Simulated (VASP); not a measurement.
**RePb2: band structure with PBE**

The system is RePb2.

```
Re Pb
1.0
     0.00000    3.36578    3.36578
     3.36578    0.00000    3.36578
     3.36578    3.36578    0.00000
Re Pb
1 2
Direct
  0.00000 0.00000 0.00000
  0.25000 0.25000 0.25000
  0.75000 0.75000 0.75000
```

The cell was built by a generator and needn't be a form met in nature.

| Property | Result |
| --- | --- |
| Program | VASP 6.6.1 |
| Task | band structure |
| Functional | PBE |
| Potentials or basis | VASP PAW PBE potentials, release 64 (Re, Pb_d) |
| Cutoff | 520 eV |
| k mesh | 7 × 7 × 7 |
| Occupations | fermi-dirac, width 0.05 eV |
| Spin | no spin polarisation |
| Further INCAR settings | ALGO = Normal; EDIFF = 1.00e-06; ISYM = 0 |

```
Band gap along the path : none (metal or under the smearing width)
```

Levels at the corners of the path, in eV from the Fermi level:
```csv
point,band 13,band 14,band 15,band 16,band 17,band 18,band 19,band 20,band 21
Γ,-3.05,-3.05,-3.05,-0.40,-0.40,3.58,3.58,3.58,4.72
X,-5.28,-2.28,-2.28,-0.80,-0.80,-0.63,-0.36,1.80,4.29
W,-4.67,-3.76,-1.16,-1.16,-0.76,-0.42,0.54,3.32,3.32
K,-4.77,-2.81,-2.08,-1.06,-0.58,-0.04,0.09,2.27,4.85
Γ,-3.05,-3.05,-3.05,-0.40,-0.40,3.58,3.58,3.58,4.73
L,-2.33,-2.33,-1.86,-0.35,-0.35,0.44,0.44,0.72,2.21
U,-4.77,-2.81,-2.08,-1.06,-0.58,-0.04,0.09,2.27,4.88
W,-4.67,-3.76,-1.16,-1.16,-0.76,-0.42,0.54,3.32,3.32
L,-2.33,-2.33,-1.86,-0.35,-0.35,0.44,0.44,0.72,2.21
K,-4.77,-2.81,-2.08,-1.06,-0.58,-0.04,0.09,2.27,4.84
U,-4.77,-2.81,-2.08,-1.06,-0.58,-0.04,0.09,2.27,4.84
X,-5.28,-2.28,-2.28,-0.80,-0.80,-0.63,-0.36,1.80,4.29
```

Wall time 37 s on 1 thread of Intel(R) Xeon(R) 6975P-C (Granite Rapids), on a shared host, peak memory 0.23 GiB.

Caveat: the log is that of the step along the path at fixed density, whose energy, stress, charges and moments have no meaning; spin-orbit coupling is left out, which moves the levels of the heavy elements.
